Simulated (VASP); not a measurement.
These are PBE GGA, VASP's PBE PAW potentials (set 64) (plane waves; VASP) values and carry that method's errors.

Input for VASP

File POSCAR:
```
KBr
1.0
  0.0000000000   3.3660000000   3.3660000000
  3.3660000000   0.0000000000   3.3660000000
  3.3660000000   3.3660000000   0.0000000000
K Br
1 1
direct
  0.0000000000   0.0000000000   0.0000000000
  0.5000000000   0.5000000000   0.5000000000
```

INCAR:
```
ALGO = Normal
EDIFF = 1E-6
ENCUT = 400
GGA = PE
ISIF = 2
ISMEAR = 0
KGAMMA = .False.
KSPACING = 0.2
LASPH = .True.
LCHARG = .False.
LMAXMIX = 4
LREAL = .False.
LWAVE = .False.
NELM = 100
PREC = Accurate
SIGMA = 0.05
SYSTEM = KBr
```

POTCAR, in this order: K_sv Br (PBE.64 set). Program: vasp_std.

What VASP printed:

### OUTCAR
```
 ion  position               nearest neighbor table
   1  0.000  0.000  0.000-
   2  0.500  0.500  0.500-
  LATTYP: Found a face centered cubic cell.
 ALAT       =     6.7320000000
 Subroutine PRICEL returns:
 Original cell was already a primitive cell.
 Subroutine GETGRP returns: Found 48 space group operations
The static configuration has the point symmetry O_h .
The dynamic configuration has the point symmetry O_h .
 Subroutine INISYM returns: Found 48 space group operations
 Subroutine IBZKPT returns following result:
 Found     35 irreducible k-points:

 Following reciprocal coordinates:
            Coordinates               Weight
  0.000000  0.000000  0.000000      1.000000
  0.111111  0.000000  0.000000      8.000000
  0.222222  0.000000  0.000000      8.000000
  0.333333  0.000000  0.000000      8.000000
  0.444444  0.000000  0.000000      8.000000
  0.111111  0.111111  0.000000      6.000000
  0.222222  0.111111  0.000000     24.000000
  0.333333  0.111111  0.000000     24.000000
  0.444444  0.111111  0.000000     24.000000
 -0.444444  0.111111  0.000000     24.000000
 -0.333333  0.111111  0.000000     24.000000
 -0.222222  0.111111  0.000000     24.000000
 -0.111111  0.111111  0.000000     12.000000
  0.222222  0.222222  0.000000      6.000000
  0.333333  0.222222  0.000000     24.000000
  0.444444  0.222222  0.000000     24.000000
 -0.444444  0.222222  0.000000     24.000000
 -0.333333  0.222222  0.000000     24.000000
 -0.222222  0.222222  0.000000     12.000000
  0.333333  0.333333  0.000000      6.000000
  0.444444  0.333333  0.000000     24.000000
 -0.444444  0.333333  0.000000     24.000000
 -0.333333  0.333333  0.000000     12.000000
  0.444444  0.444444  0.000000      6.000000
...
```

File OSZICAR:
```
       N       E                     dE             d eps       ncg     rms          rms(c)
DAV:   1     0.894607195961E+02    0.89461E+02   -0.60549E+03   840   0.944E+02
DAV:   2    -0.744560205559E+00   -0.90205E+02   -0.84740E+02  1116   0.238E+02
DAV:   3    -0.620655816508E+01   -0.54620E+01   -0.54336E+01  1092   0.551E+01
DAV:   4    -0.640988370974E+01   -0.20333E+00   -0.20315E+00  1444   0.933E+00
DAV:   5    -0.641077307889E+01   -0.88937E-03   -0.88935E-03  1100   0.675E-01    0.285E+00
DAV:   6    -0.622525671330E+01    0.18552E+00   -0.30238E-01   992   0.277E+00    0.207E+00
DAV:   7    -0.621172868948E+01    0.13528E-01   -0.14093E-01  1056   0.213E+00    0.995E-01
DAV:   8    -0.622185476052E+01   -0.10126E-01   -0.16656E-02  1088   0.103E+00    0.128E-01
DAV:   9    -0.622255705869E+01   -0.70230E-03   -0.88625E-04  1088   0.201E-01    0.834E-02
DAV:  10    -0.622302554742E+01   -0.46849E-03   -0.54284E-04   968   0.166E-01    0.165E-02
DAV:  11    -0.622303217231E+01   -0.66249E-05   -0.22877E-05  1196   0.294E-02    0.652E-03
DAV:  12    -0.622303518174E+01   -0.30094E-05   -0.31196E-06  1016   0.145E-02    0.440E-03
DAV:  13    -0.622303534172E+01   -0.15998E-06   -0.59572E-07   804   0.468E-03
   1 F= -.62230353E+01 E0= -.62230353E+01  d E =-.120306E-16
```

**OUTCAR**
```
------------------------ aborting loop because EDIFF is reached ----------------------------------------
  FORCE on cell =-STRESS in cart. coord.  units (eV):
  Direction    XX          YY          ZZ          XY          YZ          ZX
  --------------------------------------------------------------------------------------
  Total       -0.0689501     -0.0689501     -0.0689501      0.0000000      0.0000000     -0.0000000
  in kB       -1.4483497     -1.4483497     -1.4483497      0.0000000      0.0000000     -0.0000000
  external PRESSURE =      -1.4483497 kB  Pullay stress =       0.0000000 kB
  volume of cell :       76.27
      direct lattice vectors                 reciprocal lattice vectors
     0.000000000  3.366000000  3.366000000    -0.148544266  0.148544266  0.148544266
     3.366000000  0.000000000  3.366000000     0.148544266 -0.148544266  0.148544266
     3.366000000  3.366000000  0.000000000     0.148544266  0.148544266 -0.148544266
  FREE ENERGIE OF THE ION-ELECTRON SYSTEM (eV)
  ---------------------------------------------------
  free  energy   TOTEN  =        -6.2230353417 eV

  energy  without entropy=       -6.2230353417  energy(sigma->0) =       -6.22303534
```
(Selected blocks of OUTCAR.)

**OUTCAR**
```
 val. band max:       -1.9652295981   @ k =   0.0000   0.0000   0.0000

 cond. band min:       2.3137689227   @ k =   0.0000   0.0000   0.0000


 Fermi energy:        -1.6918266325

 k-point     1 :       0.0000    0.0000    0.0000
  band No.  band energies     occupation
      1     -29.8785      2.00000
      2     -14.1900      2.00000
      3     -13.3506      2.00000
      4     -13.3506      2.00000
      5     -13.3506      2.00000
      6      -1.9652      2.00000
      7      -1.9652      2.00000
      8      -1.9652      2.00000
      9       2.3138      0.00000
     10       5.6197      0.00000
     11       5.6197      0.00000
     12       5.6197      0.00000

 k-point     2 :       0.1111    0.0000    0.0000
  band No.  band energies     occupation
      1     -29.8781      2.00000
      2     -14.2135      2.00000
      3     -13.3511      2.00000
      4     -13.3511      2.00000
      5     -13.3203      2.00000
      6      -2.1275      2.00000
      7      -2.0011      2.00000
      8      -2.0011      2.00000
      9       2.6096      0.00000
     10       5.5301      0.00000
     11       5.7582      0.00000
     12       5.7582      0.00000

 k-point     3 :       0.2222    0.0000    0.0000
  band No.  band energies     occupation
      1     -29.8769      2.00000
      2     -14.2671      2.00000
      3     -13.3526      2.00000
      4     -13.3526      2.00000
      5     -13.2496      2.00000
      6      -2.4794      2.00000
      7      -2.0892      2.00000
      8      -2.0892      2.00000
      9       3.3174      0.00000
     10       5.4441      0.00000
     11       6.1500      0.00000
     12       6.1500      0.00000

 k-point     4 :       0.3333    0.0000    0.0000
  band No.  band energies     occupation
      1     -29.8755      2.00000
      2     -14.3203      2.00000
      3     -13.3542      2.00000
      4     -13.3542      2.00000
      5     -13.1767      2.00000
      6      -2.8134      2.00000
...
```

The compound is KBr in the rock salt structure. The cell was not relaxed at this level. The run is one of a series of settings (KGAMMA = .FALSE., KSPACING = 0.2, KPOINTS file removed against the base run), some of them coarse on purpose.
